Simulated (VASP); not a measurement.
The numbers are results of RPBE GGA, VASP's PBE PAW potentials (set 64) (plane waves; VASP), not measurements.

Input for VASP

**KPOINTS**
```
Automatic mesh
0
Gamma
16 16 16
0 0 0
```

**POSCAR**
```
Rh
1
    0.0000000000     1.9270424590     1.9270424590
    1.9270424590     0.0000000000     1.9270424590
    1.9270424590     1.9270424590     0.0000000000
Rh
1
Direct
  0.0000000000   0.0000000000   0.0000000000
```

**INCAR**
```
# general
SYSTEM =Rh
PREC   =Accurate
ENCUT  =520
LREAL  =.FALSE.
LASPH  =.TRUE.

# electronic loop
EDIFF  =1E-7
NELM   =100
ALGO   =Normal
LMAXMIX=4

# smearing
ISMEAR =1
SIGMA  =0.1

# functional
GGA    =RP

# ions
ISIF   =2

# output
LWAVE  =.FALSE.
LCHARG =.FALSE.
```

POTCAR, in this order: Rh_pv (PBE.64 set). Program: vasp_std.

What VASP printed:

**OSZICAR**
```
       N       E                     dE             d eps       ncg     rms          rms(c)
DAV:   1     0.116414007115E+03    0.11641E+03   -0.94106E+03  3190   0.145E+03
DAV:   2    -0.551716113329E+01   -0.12193E+03   -0.11699E+03  3280   0.387E+02
DAV:   3    -0.705067320738E+01   -0.15335E+01   -0.15220E+01  3661   0.494E+01
DAV:   4    -0.706030585115E+01   -0.96326E-02   -0.96316E-02  3540   0.407E+00
DAV:   5    -0.706046822898E+01   -0.16238E-03   -0.16238E-03  3636   0.487E-01    0.883E+00
DAV:   6    -0.662995600467E+01    0.43051E+00   -0.10605E+00  3337   0.153E+01    0.317E+00
DAV:   7    -0.661799495381E+01    0.11961E-01   -0.16890E-02  3529   0.168E+00    0.159E+00
DAV:   8    -0.661547348396E+01    0.25215E-02   -0.28139E-03  3331   0.836E-01    0.152E-01
DAV:   9    -0.661539724250E+01    0.76241E-04   -0.54077E-05  3658   0.118E-01    0.151E-02
DAV:  10    -0.661540107985E+01   -0.38374E-05   -0.54150E-06  3418   0.351E-02    0.266E-03
DAV:  11    -0.661540110384E+01   -0.23983E-07   -0.22644E-07  3413   0.676E-03
   1 F= -.66154011E+01 E0= -.66152993E+01  d E =-.305329E-03
```

OUTCAR:
```
------------------------ aborting loop because EDIFF is reached ----------------------------------------
  FORCE on cell =-STRESS in cart. coord.  units (eV):
  Direction    XX          YY          ZZ          XY          YZ          ZX
  --------------------------------------------------------------------------------------
  Total        0.0026740      0.0026740      0.0026740      0.0000000      0.0000000      0.0000000
  in kB        0.2993370      0.2993370      0.2993370      0.0000000      0.0000000      0.0000000
  external PRESSURE =       0.2993370 kB  Pullay stress =       0.0000000 kB
  volume of cell :       14.31
      direct lattice vectors                 reciprocal lattice vectors
     0.000000000  1.927042459  1.927042459    -0.259464963  0.259464963  0.259464963
     1.927042459  0.000000000  1.927042459     0.259464963 -0.259464963  0.259464963
     1.927042459  1.927042459  0.000000000     0.259464963  0.259464963 -0.259464963
 POSITION                                       TOTAL-FORCE (eV/Angst)
 -----------------------------------------------------------------------------------
      0.00000      0.00000      0.00000         0.000000      0.000000      0.000000
 -----------------------------------------------------------------------------------
    total drift:                                0.000000     -0.000000     -0.000000
  FREE ENERGIE OF THE ION-ELECTRON SYSTEM (eV)
  ---------------------------------------------------
  free  energy   TOTEN  =        -6.6154011038 eV

  energy  without entropy=       -6.6150957750  energy(sigma->0) =       -6.61529933
```
(Selected blocks of OUTCAR.)

The compound is Rh in the fcc structure. It was relaxed first.
